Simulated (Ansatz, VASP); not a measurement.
# La3TlC: VASP beside Ansatz, part 2 of 2

One calculation is typed for both programs; each brings its own data sets. How far apart do they land? The cell is taken from a series of runs on this material, whose earlier steps may have relaxed, scaled, displaced or heated it; both programs get it as it stands.

VASP 6.6.1 and Ansatz 0.2.0.

So far: The starting structure; VASP: zone-centre phonons, PBEsol.

## (2) VASP: zone-centre phonons, PBEsol (continued)

Level of this step: PBEsol; plane waves and PAW (La, Tl_d, C) (VASP).

Numbers of over 12 decimals in the logs are rounded to 6 here.

Parts of OUTCAR (step 2):

```text
ion  position               nearest neighbor table
   1  0.500  0.000  0.500-   5 2.58   5 2.58   4 3.65   2 3.65   3 3.65   4 3.65   2 3.65   3 3.65
                             3 3.65   3 3.65   2 3.65   4 3.65   4 3.65   2 3.65
   2  0.000  0.500  0.500-   5 2.58   5 2.58   4 3.65   1 3.65   3 3.65   4 3.65   1 3.65   4 3.65
                             4 3.65   1 3.65   3 3.65   3 3.65   3 3.65   1 3.65
   3  0.500  0.500  0.000-   5 2.58   5 2.58   4 3.65   1 3.65   1 3.65   2 3.65   2 3.65   1 3.65
                             4 3.65   1 3.65   2 3.65   4 3.65   2 3.65   4 3.65
   4  0.000  0.000  0.000-   1 3.65   2 3.65   3 3.65   1 3.65   2 3.65   2 3.65   3 3.65   2 3.65
                             1 3.65   3 3.65   1 3.65   3 3.65
   5  0.500  0.500  0.500-   1 2.58   2 2.58   3 2.58   3 2.58   1 2.58   2 2.58

  LATTYP: Found a simple cubic cell.
 ALAT       =     5.1631067513

 Subroutine GETGRP returns: Found 48 space group operations
 (whereof 48 operations were pure point group operations)

The static configuration has the point symmetry O_h .

 Found     35 irreducible k-points:

   k-points           NKPTS =     35   k-points in BZ     NKDIM =     35   number of bands    NBANDS=     31

   dimension x,y,z NGX =    42 NGY =   42 NGZ =   42
   dimension x,y,z NGXF=    84 NGYF=   84 NGZF=   84

   ENCUT  =  600.0 eV  44.10 Ry    6.64 a.u.  10.31 10.31 10.31*2*pi/ulx,y,z

   NELECT =      50.0000    total number of electrons

 k-points in reciprocal lattice and weights: Automatic mesh
   0.00000000  0.00000000  0.00000000       0.002
   0.12500000  0.00000000  0.00000000       0.012
   0.25000000  0.00000000  0.00000000       0.012
   0.37500000  0.00000000  0.00000000       0.012
   0.50000000  0.00000000  0.00000000       0.006
   0.12500000  0.12500000  0.00000000       0.023
   0.25000000  0.12500000  0.00000000       0.047
   0.37500000  0.12500000  0.00000000       0.047
   0.50000000  0.12500000  0.00000000       0.023
[...]
0.50000000  0.50000000  0.37500000       0.012
   0.50000000  0.50000000  0.50000000       0.002

 average (electrostatic) potential at core
       1 -95.8216       2 -95.8216       3 -95.8216       4 -80.9794       5 -45.9162

 Eigenvectors and eigenvalues of the dynamical matrix
 ----------------------------------------------------

   1 f  =    3.945327 THz    24.789221 2PiTHz  131.601944 cm-1    16.316554 meV
             X         Y         Z           dx          dy          dz
      2.581553  0.000000  2.581553     0.189119   -0.724125    0.001248
      0.000000  2.581553  2.581553    -0.383775    0.356840    0.001248
      2.581553  2.581553  0.000000     0.189119    0.356840   -0.002533
      0.000000  0.000000  0.000000     0.009248    0.017450    0.000061
      2.581553  2.581553  2.581553    -0.019635   -0.037048   -0.000130

   2 f  =    3.945327 THz    24.789221 2PiTHz  131.601944 cm-1    16.316554 meV
             X         Y         Z           dx          dy          dz
      2.581553  0.000000  2.581553    -0.356829   -0.383734    0.004069
      0.000000  2.581553  2.581553     0.724104    0.189099    0.004069
      2.581553  2.581553  0.000000    -0.356829    0.189099   -0.008257
      0.000000  0.000000  0.000000    -0.017449    0.009247    0.000199
      2.581553  2.581553  2.581553     0.037047   -0.019633   -0.000422

   3 f  =    3.945327 THz    24.789221 2PiTHz  131.601944 cm-1    16.316554 meV
             X         Y         Z           dx          dy          dz
      2.581553  0.000000  2.581553    -0.003011   -0.006105   -0.403837
      0.000000  2.581553  2.581553     0.006110    0.003008   -0.403837
      2.581553  2.581553  0.000000    -0.003011    0.003008    0.819495
      0.000000  0.000000  0.000000    -0.000147    0.000147   -0.019748
      2.581553  2.581553  2.581553     0.000313   -0.000312    0.041928

   4 f  =    1.726092 THz    10.845358 2PiTHz   57.576243 cm-1     7.138541 meV
             X         Y         Z           dx          dy          dz
      2.581553  0.000000  2.581553     0.338128    0.014371   -0.002325
      0.000000  2.581553  2.581553     0.310848    0.015632   -0.002325
      2.581553  2.581553  0.000000     0.338128    0.015632   -0.002137
      0.000000  0.000000  0.000000    -0.818405   -0.037835    0.005628
      2.581553  2.581553  2.581553     0.052404    0.002423   -0.000360

   5 f  =    1.726092 THz    10.845358 2PiTHz   57.576243 cm-1     7.138541 meV
             X         Y         Z           dx          dy          dz
      2.581553  0.000000  2.581553    -0.015574    0.310773    0.007899
      0.000000  2.581553  2.581553    -0.014317    0.338047    0.007899
      2.581553  2.581553  0.000000    -0.015574    0.338047    0.007262
      0.000000  0.000000  0.000000     0.037695   -0.818207   -0.019119
      2.581553  2.581553  2.581553    -0.002414    0.052391    0.001224

   6 f  =    1.726092 THz    10.845358 2PiTHz   57.576243 cm-1     7.138541 meV
             X         Y         Z           dx          dy          dz
      2.581553  0.000000  2.581553    -0.002687    0.007156   -0.338397
      0.000000  2.581553  2.581553    -0.002470    0.007783   -0.338397
      2.581553  2.581553  0.000000    -0.002687    0.007783   -0.311095
      0.000000  0.000000  0.000000     0.006503   -0.018839    0.819056
      2.581553  2.581553  2.581553    -0.000416    0.001206   -0.052446

   7 f/i=    0.004408 THz     0.027698 2PiTHz    0.147044 cm-1     0.018231 meV
             X         Y         Z           dx          dy          dz
      2.581553  0.000000  2.581553    -0.413413   -0.216463   -0.010745
      0.000000  2.581553  2.581553    -0.413358   -0.216492   -0.010745
      2.581553  2.581553  0.000000    -0.413413   -0.216492   -0.010744
      0.000000  0.000000  0.000000    -0.506492   -0.265235   -0.013164
      2.581553  2.581553  2.581553    -0.123092   -0.064459   -0.003199

   8 f/i=    0.004408 THz     0.027698 2PiTHz    0.147044 cm-1     0.018231 meV
             X         Y         Z           dx          dy          dz
      2.581553  0.000000  2.581553     0.216731   -0.413166   -0.013059
      0.000000  2.581553  2.581553     0.216702   -0.413222   -0.013059
      2.581553  2.581553  0.000000     0.216731   -0.413222   -0.013057
      0.000000  0.000000  0.000000     0.265528   -0.506257   -0.015999
      2.581553  2.581553  2.581553     0.064531   -0.123034   -0.003888

   9 f/i=    0.004408 THz     0.027698 2PiTHz    0.147044 cm-1     0.018231 meV
             X         Y         Z           dx          dy          dz
      2.581553  0.000000  2.581553     0.003455    0.016552   -0.466486
      0.000000  2.581553  2.581553     0.003455    0.016555   -0.466486
      2.581553  2.581553  0.000000     0.003455    0.016555   -0.466423
      0.000000  0.000000  0.000000     0.004233    0.020282   -0.571513
      2.581553  2.581553  2.581553     0.001029    0.004929   -0.138894

  10 f/i=    1.159147 THz     7.283137 2PiTHz   38.664992 cm-1     4.793846 meV
             X         Y         Z           dx          dy          dz
      2.581553  0.000000  2.581553     0.616002   -0.000000   -0.336458
      0.000000  2.581553  2.581553     0.000000    0.085662    0.336458
      2.581553  2.581553  0.000000    -0.616002   -0.085662    0.000000
      0.000000  0.000000  0.000000    -0.000000   -0.000000   -0.000000
      2.581553  2.581553  2.581553     0.000000   -0.000000   -0.000000

  11 f/i=    1.159147 THz     7.283137 2PiTHz   38.664992 cm-1     4.793846 meV
             X         Y         Z           dx          dy          dz
      2.581553  0.000000  2.581553     0.304674    0.000000    0.607509
      0.000000  2.581553  2.581553     0.000000    0.195209   -0.607509
      2.581553  2.581553  0.000000    -0.304674   -0.195209   -0.000000
      0.000000  0.000000  0.000000    -0.000000    0.000000    0.000000
      2.581553  2.581553  2.581553    -0.000000    0.000000    0.000000

  12 f/i=    1.159147 THz     7.283137 2PiTHz   38.664992 cm-1     4.793846 meV
             X         Y         Z           dx          dy          dz
      2.581553  0.000000  2.581553     0.166481    0.000000    0.133149
      0.000000  2.581553  2.581553    -0.000000   -0.674207   -0.133149
      2.581553  2.581553  0.000000    -0.166481    0.674207   -0.000000
      0.000000  0.000000  0.000000    -0.000000    0.000000    0.000000
      2.581553  2.581553  2.581553    -0.000000    0.000000    0.000000

  13 f/i=    4.365892 THz    27.431710 2PiTHz  145.630491 cm-1    18.055872 meV
             X         Y         Z           dx          dy          dz
      2.581553  0.000000  2.581553    -0.066104    0.012710    0.000000
      0.000000  2.581553  2.581553    -0.116266    0.007226    0.000000
      2.581553  2.581553  0.000000    -0.066104    0.007226   -0.000000
      0.000000  0.000000  0.000000    -0.035893    0.003924    0.000000
      2.581553  2.581553  2.581553     0.982163   -0.107368   -0.000000

  14 f/i=    4.365892 THz    27.431710 2PiTHz  145.630491 cm-1    18.055872 meV
             X         Y         Z           dx          dy          dz
      2.581553  0.000000  2.581553    -0.007226   -0.116266   -0.000000
      0.000000  2.581553  2.581553    -0.012710   -0.066104   -0.000000
      2.581553  2.581553  0.000000    -0.007226   -0.066104   -0.000000
      0.000000  0.000000  0.000000    -0.003924   -0.035893    0.000000
      2.581553  2.581553  2.581553     0.107368    0.982163   -0.000000

  15 f/i=    4.365892 THz    27.431710 2PiTHz  145.630491 cm-1    18.055872 meV
             X         Y         Z           dx          dy          dz
      2.581553  0.000000  2.581553    -0.000000   -0.000000   -0.066498
      0.000000  2.581553  2.581553    -0.000000   -0.000000   -0.066498
      2.581553  2.581553  0.000000    -0.000000   -0.000000   -0.116959
      0.000000  0.000000  0.000000    -0.000000   -0.000000   -0.036107
      2.581553  2.581553  2.581553     0.000000    0.000000    0.988015

 ELASTIC MODULI CONTR FROM IONIC RELAXATION (kBar)
 Direction    XX          YY          ZZ          XY          YZ          ZX
 --------------------------------------------------------------------------------
 XX           0.0000      0.0000      0.0000      0.0000      0.0000      0.0000
 YY           0.0000      0.0000      0.0000      0.0000      0.0000      0.0000
 ZZ           0.0000      0.0000      0.0000      0.0000      0.0000      0.0000
 XY           0.0000      0.0000      0.0000      0.0000      0.0000      0.0000
 YZ           0.0000      0.0000      0.0000      0.0000      0.0000      0.0000
 ZX           0.0000      0.0000      0.0000      0.0000      0.0000      0.0000
 --------------------------------------------------------------------------------
```

## (3) Ansatz: zone-centre phonons, PBEsol

Ansatz runs on its PAW soft_1 files.

The same cell, functional, mesh and smearing now go to Ansatz, which takes its cutoff from its data sets.

Input file input.yaml:

```yaml
crystal:
  lattice:
    - [5.1631067513, 0.0, 0.0]
    - [0.0, 5.1631067513, 0.0]
    - [0.0, 0.0, 5.1631067513]
  atoms:
    - { symbol: La, position: [0.5, 0.0, 0.5] }
    - { symbol: La, position: [0.0, 0.5, 0.5] }
    - { symbol: La, position: [0.5, 0.5, 0.0] }
    - { symbol: Tl, position: [0.0, 0.0, 0.0] }
    - { symbol: C, position: [0.5, 0.5, 0.5] }
kpoints:
  mp_grid: { grid: [8, 8, 8] }
hamiltonian:
  xc: pbesol
  pseudopotentials: { kind: paw, azcp: { folder: soft_1 }, xc_functional: pbe }
scf:
  occupations: { method: methfessel_paxton, width: 0.2 }
output:
  eigenvalues: true
phonons:
  method: dfpt
```

Run with:

```sh
ansatz run input.yaml --threads 4 --pin off --max-ram 10240MiB --backend cpu --events-out ev --progress --plain --runs-dir out
```

What it wrote:

```text
zone centre: on kpoints.mp_grid the ground state, and the responses unless they are solved on pairs of k-points, stand on 125 of the mesh's 512 k-points, reduced under 8 symmetry operations, with k and −k counted as one. Each operation leaves every solved displacement unchanged or reverses it
Engine: ansatz 0.2.0, aarch64-unknown-linux-gnu
Pseudopotentials: kind: paw
Pseudopotential: La, paw, valence charge 11, recommended cutoff 420 eV (normal), soft_1/La.paw.azcp
Pseudopotential: Tl, paw, valence charge 13, recommended cutoff 420 eV (normal), soft_1/Tl.paw.azcp
Pseudopotential: C, paw, valence charge 4, recommended cutoff 420 eV (normal), soft_1/C.paw.azcp
Functional definition: PBEsol
  exchange = pbesol_x
  correlation = pbesol_c
Crystal: 5 atoms, lattice volume = 137.636 Å³
Basis set: ecut = 420 eV, 2721 PW (Γ), exchange–correlation on 72×72×72 points (8 copies of the dense FFT grid, shifted against one another)
Bands: 30, of which v1, the nominal top of the filled ones, is band 25 counted from 1 (24 counted from 0)
Symmetry: 48 space group operations
k-points: 125 of 512 (irreducible under 8 space group operations)
Non-local potential: La, projectors of the file, l = 0: 3, l = 1: 2, l = 2: 2, l = 3: 3
Non-local potential: Tl, projectors of the file, l = 0: 2, l = 1: 2, l = 2: 2, l = 3: 1
Non-local potential: C, projectors of the file, l = 0: 2, l = 1: 2, l = 2: 1
PAW form: soft (Blöchl's): semilocal exchange-correlation on the pseudo side does not see the compensation charge
PAW frozen core: La, regenerated for the run's functional, and the local potential with it (the file was generated under x = pbe(κ = 0.804, μ = 0.219515), c = pbe(β = 0.066725))
PAW frozen core: Tl, regenerated for the run's functional, and the local potential with it (the file was generated under x = pbe(κ = 0.804, μ = 0.219515), c = pbe(β = 0.066725))
PAW frozen core: C, regenerated for the run's functional, and the local potential with it (the file was generated under x = pbe(κ = 0.804, μ = 0.219515), c = pbe(β = 0.066725))
PAW one-centre angular grid: La, 590 points (default); XC on 64 Gauss nodes
PAW one-centre angular grid: Tl, 590 points (default); XC on 64 Gauss nodes
PAW one-centre angular grid: C, 110 points (default); XC on 64 Gauss nodes
Initial density: superposition of atomic densities (chi_scale 0.1, normalization cell, long waves kept (reshape's long-wave potential 0.00 eV rms))
Initial wavefunctions: pseudopotential atomic-orbital guess
Functional: x = pbesol(κ = 0.804, μ = 0.123457), c = pbesol(β = 0.046)
SCF iter   1: F=—  HF=-30032.714261 eV  |F-HF|=—  |Δ(HF+E_count)|=         —  Δρ=5.15e-2  dr2=1.15e1  ethr=3.10e-3  ⟨swp⟩=4.9  Hψ=15900  notcnv=0
preconditioner: auto → Kerker (q_TF=auto, 2.305 Å⁻¹)  [metal: Δε(μ)=0.046 eV  Ē_g=10.708 eV  σ=0.200 eV  W_gap=0.19  n_scr=26 (ndim 8)  ℏωp=21.0 eV  f_vac=0.000  D(μ)=4.24/eV (n_scr^D=26)]
SCF iter   2: F=—  HF=-30030.648980 eV  |F-HF|=—  |Δ(HF+E_count)|=    2.07e0  S|Δr|=    0.00e0  Δρ=2.10e-2  dr2=1.80e0  ethr=3.10e-3  ⟨swp⟩=3.1  Hψ=7514  notcnv=0  defer=13
SCF iter   3: F=—  HF=-30030.282323 eV  |F-HF|=—  |Δ(HF+E_count)|=   3.67e-1  S|Δr|=    0.00e0  Δρ=9.19e-3  dr2=2.49e-1  ethr=3.10e-3  ⟨swp⟩=5.0  Hψ=24083  notcnv=0
automatic band count: the SCF goes on with 35 bands, as 30 were too few: they end inside the smearing window of the response
SCF iter   4: F=—  HF=-30030.224506 eV  |F-HF|=—  |Δ(HF+E_count)|=   5.78e-2  S|Δr|=    0.00e0  Δρ=1.95e-3  dr2=4.95e-3  ethr=4.98e-4  ⟨swp⟩=2.0  Hψ=6802  notcnv=0  defer=383
SCF iter   5: F=—  HF=-30030.224404 eV  |F-HF|=—  |Δ(HF+E_count)|=   1.01e-4  S|Δr|=    0.00e0  Δρ=6.83e-4  dr2=8.61e-4  ethr=9.90e-6  ⟨swp⟩=2.0  Hψ=7135  notcnv=0  defer=383
SCF iter   6: F=—  HF=-30030.224430 eV  |F-HF|=—  |Δ(HF+E_count)|=   2.58e-5  S|Δr|=    0.00e0  Δρ=2.86e-4  dr2=2.81e-4  ethr=1.72e-6  ⟨swp⟩=2.0  Hψ=4935  notcnv=0  defer=383
SCF iter   7: F=—  HF=-30030.224394 eV  |F-HF|=—  |Δ(HF+E_count)|=   3.62e-5  S|Δr|=    0.00e0  Δρ=6.67e-5  dr2=1.28e-5  ethr=5.63e-7  ⟨swp⟩=2.0  Hψ=4703  notcnv=0  defer=383
SCF iter   8: F=—  HF=-30030.224393 eV  |F-HF|=—  |Δ(HF+E_count)|=   6.66e-7  S|Δr|=    0.00e0  Δρ=1.65e-5  dr2=7.76e-7  ethr=2.56e-8  ⟨swp⟩=2.0  Hψ=5569  notcnv=0  defer=383
SCF iter   9: F=—  HF=-30030.224392 eV  |F-HF|=—  |Δ(HF+E_count)|=   1.07e-6  S|Δr|=    0.00e0  Δρ=7.18e-6  dr2=1.93e-7  ethr=1.55e-9  ⟨swp⟩=2.0  Hψ=6910  notcnv=0  defer=383
SCF iter  10: F=—  HF=-30030.224392 eV  |F-HF|=—  |Δ(HF+E_count)|=   2.66e-8  S|Δr|=    0.00e0  Δρ=1.72e-6  dr2=1.16e-8  ethr=3.85e-10  ⟨swp⟩=1.9  Hψ=4291  notcnv=0  defer=383
SCF iter  11: F=—  HF=-30030.224392 eV  |F-HF|=—  |Δ(HF+E_count)|=   1.81e-9  S|Δr|=    0.00e0  Δρ=3.31e-7  dr2=2.81e-10  ethr=2.32e-11  ⟨swp⟩=2.0  Hψ=5005  notcnv=0  defer=383
SCF iter  12: F=-30030.224392 eV  HF=-30030.224392 eV  |F-HF|=7.28e-12  |Δ(HF+E_count)|=  3.64e-11  S|Δr|=    0.00e0  Δρ=3.75e-8  dr2=1.27e-12  ethr=1.00e-12  ⟨swp⟩=16.4  Hψ=30127  notcnv=0
SCF 1 converged in 12 iterations: F = -30030.224392 eV  dr2 = 1.27e-12
  greatest PAW one-centre occupation: 0.971 electrons in one spin orbital (limit 2), on the La atom at site 2 (counted from 0), in its partial waves of l = 0
DFPT response loops at Γ: preconditioner auto → Kerker (q_TF=auto, 2.305 Å⁻¹) (partly filled bands, converged f_vac=0.000); β = 1.00, the filter's whole step (`scf.mixing.beta` (0.50) is not read by the response loops under this deck's `scf.mixing.preconditioner`; to damp them name `kerker` or `kerker_dos`, under which they read `scf.mixing.beta`, and type it under 1.00, their step now; both keys bind the ground state too); Broyden in place of MSR1
SCF converged after 12 iterations
Stability not checked: this state was not tested for a lower state beside it, because cold or Methfessel-Paxton smearing, or corrected tetrahedra, fill the levels in a way that the test cannot read (fill_not_monotonic; see scf.lower_state_search)
Free energy (F): -30030.224392 eV
Harris-Foulkes:  -30030.224392 eV  (|F-HF|=7.28e-12)
Internal energy: -30030.220714 eV  (E = F + TS)
E sigma→0 (E₀):  -30030.223472 eV
Entropy (-TS):   -0.003678 eV (-0.736 meV/atom)
Fermi energy:    11.180352 eV
--- Per-component energies (eV) ---
  E_band       = -71.651694
  E_kinetic    = 911.173835
  E_local      = -1827.044823  (includes V_loc(G=0)·N_el)
  E_nonlocal   = 606.996997
  E_hartree    = 663.064036
  E_xc         = -656.169162
  E_vxc        = -615.071287  (∫ρ·V_xc dr)
  E_paw        = -26122.304752  (= ΣΔE_a)
  E_vpaw       = -473.834456  (= ΣTr[D̂ρ^β])
  E_aug_tail   = -0.000030  (compensation charges beyond the density's cutoff)
  E_ewald      = -3606.503357
  E_core_change = 0.566542  (= ΣΔE_core)
  E_smearing   = -0.003678  (= −TS)
  E_closure    = -0.000000  (closes the sum)
  Σ components = -30030.224392   (vs F -30030.224392, Δ=0.00e0)
--- Band table (eV; the first three rows and the last of 125) ---
  k-point 0: bands = [... 21 lower, 10.7188, 10.7188, 10.7188, 11.2576, 11.2576, 11.2576, 12.2795, 12.2795, ... 6 higher]
  k-point 1: bands = [... 21 lower, 10.6748, 10.7475, 10.8474, 10.8939, 11.3101, 11.3101, 12.0588, 12.2415, ... 6 higher]
  k-point 2: bands = [... 21 lower, 10.6312, 10.6312, 10.8228, 11.2347, 11.2347, 11.2395, 12.0885, 12.3807, ... 6 higher]
  k-point 124: bands = [... 21 lower, 8.0626, 11.6316, 11.6316, 11.6316, 12.6576, 12.6576, 12.6576, 12.8522, ... 6 higher]
--- Phonons (Γ-DFPT): 4 representative perturbations + reference, on 125 of 512 k-points (Σ response iterations 13) ---
  k mesh reduced under 8 symmetry operations, with k and −k counted as one. Each operation leaves every solved displacement unchanged or reverses it
  ASR residual: 2.909e-5 → 0.000e0 eV/Å²; symmetrization residual: 2.019e-6 eV/Å²
  ASR residual per site (eV/Å²): 7.44e-6 7.44e-6 7.44e-6 2.91e-5 1.59e-5
  Γ frequencies (cm⁻¹): -151.12 -151.12 -151.12 -40.92 -40.92 -40.92 0.00 0.00 0.00 57.49 57.49 57.49 130.84 130.84 130.84
  non-analytic LO–TO correction: not included (Born effective charges unavailable; polar crystals: no LO–TO splitting at Γ)
```

## (4) Side by side

Known differences besides the potentials themselves: the cutoff is 420 eV in Ansatz and 600 eV in VASP; Ansatz makes its cores anew for this functional, VASP keeps those of its PBE data sets. Total energies have different zeros and are not compared.

Both answers:

```
                                                   quantity  Ansatz    VASP  difference
optical mode 1 to 3 (imaginary, printed as negative) (cm⁻¹)  -151.1  -145.6        -5.5
optical mode 4 to 6 (imaginary, printed as negative) (cm⁻¹)   -40.9   -38.7        -2.3
                                 optical mode 7 to 9 (cm⁻¹)    57.5    57.6     -0.15 %
                               optical mode 10 to 12 (cm⁻¹)   130.8   131.6     -0.58 %
```

Modes are paired by rising frequency, not by their patterns, so a pair may set unlike modes beside each other; they are those without the splitting of longitudinal modes.

## (5) Results

```
r.m.s. difference of the optical zone-centre modes, each program's sorted by frequency (zone-centre phonons, PBEsol) : 3.0 cm⁻¹
difference in optical mode 10 to 12 (zone-centre phonons, PBEsol)                                                    : -0.6 %
```

**Reading.** The r.m.s. difference of the optical zone-centre modes, each program's sorted by frequency is 3.0 cm⁻¹ (zone-centre phonons, PBEsol). Among the rows given in per cent, the largest difference of the zone-centre phonons, PBEsol pair is in optical mode 10 to 12, -0.6 %. Such differences can come from data sets, numerical settings and the points named under the comparisons, not from the functional's error against experiment.

[Lines on the potential files, build, host, timing and source positions are cut from VASP's logs without a mark.]

[Logs are printed without paths, hosts, clocks, repeated set-up lines and the standing remarks that a program may print on its own settings, such as how far it seeks lower states.]

[Hosts, paths, dates, database ids (printed as entryN), source tags and the programs' standing remarks are cut or masked in the printed files.]
